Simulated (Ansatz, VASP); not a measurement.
Rb3Ba: energy against volume and a worked fit

```cif
data_structure
_symmetry_space_group_name_H-M 'Fm-3m'
_symmetry_Int_Tables_number 225
_cell_length_a 11.0289
_cell_length_b 11.0289
_cell_length_c 11.0289
_cell_angle_alpha 90.000
_cell_angle_beta 90.000
_cell_angle_gamma 90.000
_cell_volume 1341.50
loop_
_atom_site_label
_atom_site_type_symbol
_atom_site_symmetry_multiplicity
_atom_site_Wyckoff_symbol
_atom_site_fract_x
_atom_site_fract_y
_atom_site_fract_z
_atom_site_occupancy
Ba1 Ba 4 a 0.00000 0.00000 0.00000 1
Rb1 Rb 4 b 0.50000 0.00000 0.00000 1
Rb2 Rb 8 c 0.25000 0.25000 0.75000 1
```

The cell comes from a database or a generator and needn't be the stable form of this composition.

The cell was scaled at fixed shape and fractions and run with Ansatz, Ansatz PAW, cutoff 420 eV; PBE, k mesh 4 × 4 × 4 on the cell of 4 atoms, fermi-dirac occupations of 0.05 eV, no spin polarisation, no spin-orbit coupling. Energies are those that the program minimises, any entropy of the smearing included. For a metal such a mesh isn't converged to the digits shown.

```tsv
V (Å³/atom)	energy over the lowest row (meV/atom)
78.8133	4.569
80.4902	2.114
82.1671	?
83.8440	0.000
85.5209	0.184
87.1977	1.102
88.8746	2.689
```

**Question.** Fit the third-order Birch-Murnaghan form, give V0, B0 and B′, and predict the energy left open.

**Answer.** With y = (V0/V)^(2/3), E = E0 + (9 V0 B0/16) [(y - 1)³ B′ + (y - 1)² (6 - 4y)]. Least squares through the rows shown give V0 = 84.2781 Å³/atom, E0 = -0.026 meV, B0 = 3.760 GPa (1 eV/Å³ = 160.218 GPa) and B′ = 3.50, with a largest miss of 0.001 meV. At V = 82.1671 the form with these constants gives 0.618 meV; the run gave 0.618 meV an atom. Other set-ups at this level, from all their volumes (Å³/atom, GPa): VASP, PBE PAW files Ba_sv, Rb_sv, 520 eV: V0 84.322, B0 3.764.
